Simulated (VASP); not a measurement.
# Ti2SnTe2 (Cmmm) in VASP: relaxation of cell and atoms with PBE

Aim: the relaxation of cell and atoms of Ti2SnTe2 with PBE.

Everything below comes from runs of VASP 6.6.1. Logs are shortened: lines on timing, memory, paths and dates and some standing lists are left out, and cuts for length are marked.

### 1 Starting point

Symmetry: Cmmm, No. 65, orthorhombic system. The conventional cell has a = 4.173 Å, b = 15.336 Å, c = 4.052 Å, α = 90.00°, β = 90.00°, γ = 90.00°. Ti (site symmetry m2m) is surrounded by 2 Ti at 2.58 Å. Sn (site symmetry mmm) has 2 Ti at 3.07 Å as nearest neighbours. Around Te (site symmetry m2m) lie 6 Ti at 3.07 to 3.21 Å.

The cell was built by a generator and needn't be a form met in nature.

### 2 Relaxation of cell and atoms, PBE

Contents of INCAR:

```
SYSTEM = Ti2SnTe2
PREC = Normal ; ENCUT = 520
EDIFF = 1E-4 ; ISMEAR = 0
SIGMA = 0.15 ; LREAL = .False.
LASPH = .True. ; NELM = 60
ALGO = Fast ; ISIF = 3
LWAVE = .False. ; LCHARG = .False.
GGA = PE ; IBRION = 2
NSW = 24 ; EDIFFG = -0.08
```

Contents of KPOINTS:

```
regular mesh
0
Gamma
  4 4 4
  0 0 0
```

Contents of POSCAR:

```
Ti2SnTe2
1.0
    2.0862917100     -7.6680615700      0.0000000000
    2.0862917100      7.6680615700      0.0000000000
    0.0000000000      0.0000000000      4.0523849100
Ti Sn Te
2 1 2
Direct
    0.2003110100      0.7996889900      0.0000000000
    0.7996889900      0.2003110100      0.0000000000
    0.0000000000      0.0000000000      0.0000000000
    0.3629780400      0.6370219600      0.5000000000
    0.6370219600      0.3629780400      0.5000000000
```

Potentials or basis: VASP PAW PBE potentials, release 64 (Ti_sv, Sn_d, Te).

Launch:

```sh
cat potpaw_PBE.64/Ti_sv/POTCAR potpaw_PBE.64/Sn_d/POTCAR potpaw_PBE.64/Te/POTCAR > POTCAR
mpirun -np 1 vasp_std > vasp.out
```

OUTCAR:

```text
SYSTEM = Ti2SnTe2
   PREC = Normal
   ENCUT = 520
   EDIFF = 1E-4
   ISMEAR = 0
   LREAL = .False.
   LASPH = .True.
   NELM = 60
   ISIF = 3
   GGA = PE
   IBRION = 2
   NSW = 24
   EDIFFG = -0.08

 ion  position               nearest neighbor table
   1  0.200  0.800  0.000-   2 2.58   2 2.58   5 3.07   5 3.07   5 3.07   5 3.07   3 3.07   4 3.21
                             4 3.21
   2  0.800  0.200  0.000-   1 2.58   1 2.58   4 3.07   4 3.07   4 3.07   4 3.07   3 3.07   5 3.21
                             5 3.21
   3  0.000  0.000  0.000-   1 3.07   2 3.07   4 3.59   4 3.59   5 3.59   5 3.59   5 3.59   5 3.59
                             4 3.59   4 3.59
   4  0.363  0.637  0.500-   2 3.07   2 3.07   2 3.07   2 3.07   1 3.21   1 3.21   3 3.59   3 3.59
                             3 3.59   3 3.59
   5  0.637  0.363  0.500-   1 3.07   1 3.07   1 3.07   1 3.07   2 3.21   2 3.21   3 3.59   3 3.59
                             3 3.59   3 3.59

  LATTYP: Found a base centered orthorhombic cell.
 ALAT       =     4.1725834200
 B/A-ratio  =     3.6754503377
 C/A-ratio  =     0.9711932638

  Lattice vectors:

 A1 = (   2.0862917100,  -7.6680615700,   0.0000000000)
 A2 = (   2.0862917100,   7.6680615700,   0.0000000000)
 A3 = (   0.0000000000,   0.0000000000,   4.0523849100)

Analysis of symmetry for initial positions (statically):
=====================================================================
 Subroutine PRICEL returns:
 Original cell was already a primitive cell.

 Routine SETGRP: Setting up the symmetry group for a
 base centered orthorhombic supercell.

 Subroutine GETGRP returns: Found  8 space group operations
 (whereof  8 operations were pure point group operations)
 out of a pool of  8 trial point group operations.

The static configuration has the point symmetry D_2h.

Analysis of symmetry for dynamics (positions and initial velocities):
=====================================================================
 Subroutine PRICEL returns:
 Original cell was already a primitive cell.

 Routine SETGRP: Setting up the symmetry group for a
 base centered orthorhombic supercell.

 Subroutine GETGRP returns: Found  8 space group operations
 (whereof  8 operations were pure point group operations)
 out of a pool of  8 trial point group operations.

The dynamic configuration has the point symmetry D_2h.

 Subroutine INISYM returns: Found  8 space group operations
 (whereof  8 operations are pure point group operations),
 and found     1 'primitive' translations

----------------------------------------------------------------------------------------

                                     Primitive cell

  volume of cell :     129.6586

  direct lattice vectors                    reciprocal lattice vectors
     2.086291710 -7.668061570  0.000000000     0.239659678 -0.065205528  0.000000000
     2.086291710  7.668061570  0.000000000     0.239659678  0.065205528  0.000000000
     0.000000000  0.000000000  4.052384910     0.000000000  0.000000000  0.246768267

  length of vectors
     7.946809507  7.946809507  4.052384910     0.248371742  0.248371742  0.246768267

  position of ions in fractional coordinates (direct lattice)
     0.200311010  0.799688990  0.000000000
     0.799688990  0.200311010  0.000000000
     0.000000000  0.000000000  0.000000000
     0.362978040  0.637021960  0.500000000
     0.637021960  0.362978040  0.500000000

  ion indices of the primitive-cell ions
   primitive index   ion index
                 1           1
                 2           2
                 3           3
                 4           4
                 5           5

----------------------------------------------------------------------------------------

 KPOINTS: regular mesh

Automatic generation of k-mesh.
 Grid dimensions read from file:
 generate k-points for:    4    4    4

 Generating k-lattice:

  Cartesian coordinates                     Fractional coordinates (reciprocal lattice)
     0.059914920 -0.016301382  0.000000000     0.250000000  0.000000000  0.000000000
     0.059914920  0.016301382  0.000000000     0.000000000  0.250000000  0.000000000
     0.000000000  0.000000000  0.061692067     0.000000000  0.000000000  0.250000000

  Length of vectors
     0.062092935  0.062092935  0.061692067

  Shift w.r.t. Gamma in fractional coordinates (k-lattice)
     0.000000000  0.000000000  0.000000000

 Subroutine IBZKPT returns following result:
 ===========================================

 Found     21 irreducible k-points:

 Following reciprocal coordinates:
            Coordinates               Weight
  0.000000  0.000000  0.000000      1.000000
  0.250000  0.000000  0.000000      4.000000
  0.500000  0.000000  0.000000      2.000000
  0.250000  0.250000  0.000000      2.000000
  0.500000  0.250000  0.000000      4.000000
 -0.250000  0.250000  0.000000      2.000000
[... 13 lines left out ...]
 -0.250000  0.250000  0.500000      2.000000
  0.500000  0.500000  0.500000      1.000000
   k-points           NKPTS =     21   k-points in BZ     NKDIM =     21   number of bands    NBANDS=     30
   number of dos      NEDOS =    301   number of ions     NIONS =      5
   total plane-waves  NPLWV =  55296
   dimension x,y,z NGX =    48 NGY =   48 NGZ =   24
   dimension x,y,z NGXF=    96 NGYF=   96 NGZF=   48
   ions per type =               2   1   2
   NGX,Y,Z   is equivalent  to a cutoff of  10.04, 10.04,  9.85 a.u.
   NGXF,Y,Z  is equivalent  to a cutoff of  20.08, 20.08, 19.69 a.u.
 SYSTEM =  Ti2SnTe2
   PREC   = normal    normal or accurate (medium, high low for compatibility)
   ISTART =      0    job   : 0-new  1-cont  2-samecut
   ICHARG =      2    charge: 1-file 2-atom 10-const
   ISPIN  =      1    spin polarized calculation?
   LNONCOLLINEAR =      F non collinear calculations
   LSORBIT =      F    spin-orbit coupling
   LASPH  =      T    aspherical Exc in radial PAW
   ENCUT  =  520.0 eV  38.22 Ry    6.18 a.u.  14.78 14.78  7.53*2*pi/ulx,y,z
   NELM   =     60;   NELMIN=  2; NELMDL= -5     # of ELM steps
   EDIFF  = 0.1E-03   stopping-criterion for ELM
   LREAL  =      F    real-space projection
   EDIFFG = -.8E-01   stopping-criterion for IOM
   NSW    =     24    number of steps for IOM
   IBRION =      2    ionic relax: 0-MD 1-quasi-New 2-CG
   NFREE  =      1    steps in history (QN), initial steepest desc. (CG)
   ISIF   =      3    stress and relaxation
   ISYM   =      2    0-nonsym 1-usesym 2-fastsym
   POTIM  = 0.5000    time-step for ionic-motion
   TEBEG  =    0.0;   TEEND  =   0.0 temperature during run
   PSTRESS=    0.0 pullay stress
   NELECT =      50.0000    total number of electrons
   NUPDOWN=      -1.0000    fix difference up-down
   EMIN   =  10.00;   EMAX   =-10.00  energy-range for DOS
   EFERMI =   0.00;   METHOD = LEGACY
   ISMEAR =     0;   SIGMA  =   0.15  broadening in eV -4-tet -1-fermi 0-gaus
   EFERMI_NEDOS =   21; number of points for ismear=-14 and -15
   IALGO  =     68    algorithm
   IMIX   =      4    mixing-type and parameters
     AMIX     =   0.40;   BMIX     =  1.00
     AMIX_MAG =   1.60;   BMIX_MAG =  1.00
  volume/ion in A,a.u.               =      25.93       175.00
  Fermi-wavevector in a.u.,A,eV,Ry     =   1.191602  2.251800 19.319107  1.419914
  Thomas-Fermi vector in A             =   2.327659
   LORBIT       =      0    0 simple, 1 ext, 2 COOP (PROOUT), +10 PAW based schemes
   GGA     = PE    functional components
   LHFCALC =     F    Hartree Fock is set to
   AEXX    =    0.0000 exact exchange contribution
   IVDW    =     0    specifies the selected vdW correction
   LEPSILON=     F    determine dielectric tensor
   LRPA    =     F    only Hartree local field effects (RPA)
 conjugate gradient relaxation of ions
 non-spin polarized calculation
 RMM-DIIS sequential band-by-band and
 Gauss-broadening in eV      SIGMA  =   0.15
  energy-cutoff  :      520.00
  volume of cell :      129.66
 maximum number of plane-waves:      3512
   NGX = 29   NGY = 29   NGZ = 15

--------------------------------------- Ionic step        1  -------------------------------------------

 number of electron      49.9999994 magnetization

 Free energy of the ion-electron system (eV)
  ---------------------------------------------------
  ext. energy  EPLUGINS =         0.00000000
  ---------------------------------------------------
  free energy    TOTEN  =       -26.36023536 eV

  energy without entropy =      -26.26832947  energy(sigma->0) =      -26.31428242

------------------------ aborting loop because EDIFF is reached ----------------------------------------

  FORCE on cell =-STRESS in cart. coord.  units (eV):
  Direction    XX          YY          ZZ          XY          YZ          ZX
  --------------------------------------------------------------------------------------
  -------------------------------------------------------------------------------------
  Total       -0.4553601     -4.1874739     -6.5589552      0.0000000      0.0000000      0.0000000
  in kB       -5.6268356    -51.7441660    -81.0483052      0.0000000      0.0000000      0.0000000
  external PRESSURE =     -46.1397689 kB  Pullay stress =       0.0000000 kB
[... 98 lines left out ...]
  FREE ENERGIE OF THE ION-ELECTRON SYSTEM (eV)
  ---------------------------------------------------
  free  energy   TOTEN  =       -26.9295683807 eV

  energy  without entropy=      -26.8610391061  energy(sigma->0) =      -26.89530374

[... ionic steps 4 to 16 ...]

--------------------------------------- Ionic step       17  -------------------------------------------

 number of electron      49.9999991 magnetization

------------------------ aborting loop because EDIFF is reached ----------------------------------------

  FORCE on cell =-STRESS in cart. coord.  units (eV):
  Direction    XX          YY          ZZ          XY          YZ          ZX
  --------------------------------------------------------------------------------------
  -------------------------------------------------------------------------------------
  Total       -0.2608683     -0.5440532     -0.4078154     -0.0000000      0.0000000      0.0000000
  in kB       -3.4051113     -7.1015221     -5.3232110     -0.0000000      0.0000000      0.0000000
  external PRESSURE =      -5.2766148 kB  Pullay stress =       0.0000000 kB
[... 63 lines left out ...]
  energy  without entropy=      -27.3345151575  energy(sigma->0) =      -27.35415633

--------------------------------------- Ionic step       19  -------------------------------------------

 number of electron      49.9999997 magnetization

 Free energy of the ion-electron system (eV)
  ---------------------------------------------------
  ext. energy  EPLUGINS =         0.00000000
  ---------------------------------------------------
  free energy    TOTEN  =       -27.37668997 eV

  energy without entropy =      -27.33704288  energy(sigma->0) =      -27.35686643

 E-fermi :   7.9018     XC(G=0): -10.2649

 val. band max:        7.8500513451   @ k =   0.2500   0.2500   0.2500
 cond. band min:       7.9060910930   @ k =  -0.2500   0.2500   0.2500
 fundamental gap:      0.0560397479
 Fermi energy:         7.9017981954

 k-point     1 :       0.0000    0.0000    0.0000
  band No.  band energies     occupation
      1     -48.9782      2.00000
      2     -48.9386      2.00000
      3     -25.3794      2.00000
      4     -25.3406      2.00000
      5     -25.2945      2.00000
      6     -25.2268      2.00000
[... 714 lines left out ...]
  FREE ENERGIE OF THE ION-ELECTRON SYSTEM (eV)
  ---------------------------------------------------
  free  energy   TOTEN  =       -27.3766899721 eV

  energy  without entropy=      -27.3370428842  energy(sigma->0) =      -27.35686643

 reached required accuracy - stopping structural energy minimisation
```

It took 9.9 min on 1 thread of Intel Xeon 6975P-C (Granite Rapids), shared host; peak memory 0.3 GiB.

Results:

```yaml
Free_energy: -27.3767 eV
Relaxed_volume: 24.41 Å³/atom
Relaxed_cell: a = 7.776 Å, b = 7.776 Å, c = 3.545 Å, α = 90.00°, β = 90.00°, γ = 145.29°
Space_group_after_relaxing_to_0.05_Å: Cmmm (No. 65)
Energy_gained_by_relaxing: 203.3 meV/atom
Ionic_steps: 19
Pressure_after_relaxing: 0.1 GPa
Largest_force_after_relaxing: 0.017 eV/Å
Band_gap_on_the_k_mesh: none (metal or under the smearing width)
```

Forces on the atoms (eV/Å):
```
Ti   0.000  0.017  0.000
Ti   0.000 -0.017  0.000
Sn   0.000  0.000  0.000
Te   0.000  0.011  0.000
Te   0.000 -0.011  0.000
```

The path:
| step | energy change (eV) | largest force (eV/Å) | pressure (GPa) | volume (Å³) |
| --- | --- | --- | --- | --- |
| 1 | 0.0000 | 1.0898 | -4.61 | 129.66 |
| 2 | -0.5489 | 0.8248 | 0.62 | 116.03 |
| 3 | -0.5693 | 0.6528 | 4.30 | 111.43 |
| 4 | -0.8062 | 0.4919 | 2.75 | 113.76 |
| 5 | -0.8351 | 0.5574 | 2.21 | 114.61 |
| 6 | -0.7865 | 0.9905 | 1.55 | 116.13 |
| 7 | -0.8370 | 0.6469 | 2.01 | 114.94 |
| 8 | -0.9313 | 0.5646 | -1.08 | 121.06 |
| 9 | -0.9379 | 0.5507 | -2.01 | 123.28 |
| 10 | -0.9844 | 0.2890 | -0.68 | 122.22 |
| 11 | -0.9856 | 0.2001 | -0.55 | 122.33 |
| 12 | -0.9977 | 0.1491 | 0.07 | 120.86 |
| 13 | -0.9996 | 0.1139 | 0.61 | 119.73 |
| 14 | -1.0058 | 0.1826 | 0.26 | 120.64 |
| 15 | -1.0062 | 0.2096 | 0.11 | 121.04 |
| 16 | -1.0122 | 0.1478 | -0.32 | 122.04 |
| 17 | -1.0138 | 0.1089 | -0.53 | 122.74 |
| 18 | -1.0136 | 0.1008 | 0.50 | 121.38 |
| 19 | -1.0165 | 0.0169 | 0.07 | 122.05 |

Final structure:
```
Ti Sn Te
1.0
     2.31954   -7.42240    0.00000
     2.31954    7.42240    0.00000
     0.00000    0.00000    3.54465
Ti Sn Te
2 1 2
Direct
  0.19025 0.80975 0.00000
  0.80975 0.19025 0.00000
  0.00000 0.00000 0.00000
  0.34005 0.65995 0.50000
  0.65995 0.34005 0.50000
```

Caveat: the k mesh is coarse (spacing up to 0.39 Å⁻¹), so the values aren't converged; the relaxation stopped at a loose force limit of 0.08 eV/Å, so its end isn't a converged minimum. The run has no spin-orbit coupling, so splittings on Te are missing.
